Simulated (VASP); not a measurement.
Consider the following.

```xyz
1
Lattice="0.0000 1.9200 1.9200 1.9200 0.0000 1.9200 1.9200 1.9200 0.0000" Properties=species:S:1:pos:R:3 pbc="T T T"
Ir     0.0000     0.0000     0.0000
```

These are PBE GGA, VASP's PBE PAW potentials (set 64) (plane waves; VASP 6.6.1) values and carry that method's errors. Run with 400 eV cut-off, 15×15×15 Γ-centred mesh, first-order Methfessel-Paxton smearing of 0.10 eV, potentials Ir.

Question: Give the stress tensor in GPa (positive for a compressed cell).

Answer: 
```
9.33  0.00  0.00
0.00  9.33  0.00
0.00  0.00  9.33
```
The pressure is its mean diagonal, 9.33 GPa.

The compound is Ir in the fcc structure. The cell was not relaxed at this level.
